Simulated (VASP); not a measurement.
A convergence study with VASP on NiAl (space group Pm-3m): one setting is varied, all else stays as given below, so the limit is that of these other settings.

```xyz
2
Lattice="2.8813 0.0000 0.0000 0.0000 2.8813 0.0000 0.0000 0.0000 2.8813" Properties=species:S:1:pos:R:3 pbc="T T T"
Al     1.4407     1.4407     1.4407
Ni     0.0000     0.0000     0.0000
```

Method: LDA (Ceperley-Alder, Perdew-Zunger), VASP's LDA PAW potentials (set 64) (plane waves; VASP). The tightest run used: 300 eV cut-off, 9×9×9 Γ-centred mesh, Fermi-Dirac smearing of 0.10 eV, potentials Al Ni.

```json
[
 {"setting": "3×3×3 mesh", "highest Γ mode (cm⁻¹)": "286.6", "irreducible k-points": "4"},
 {"setting": "4×4×4 mesh", "highest Γ mode (cm⁻¹)": "274.2", "irreducible k-points": "10"},
 {"setting": "5×5×5 mesh", "highest Γ mode (cm⁻¹)": "278.6", "irreducible k-points": "10"}
]
```

**Question.** These are the cheaper rows. Estimate the results at 9×9×9 mesh, and how far the last row shown lies from them.

**Answer.** 
| quantity | tightest run | last row shown is off by |
|---|---|---|
| highest Γ mode (cm⁻¹) | 278.0 | 0.6 |

Left out are rungs that failed or repeat a setting and relaxations that didn't move; long series are thinned to 24 rows.

The structure is a typed NiAl crystal (space group no. 221). The cell was not relaxed at this level. The run is not spin-polarised, so no magnetic state was tried. The electron count is odd and the run is not spin-polarised, which forces a metal.
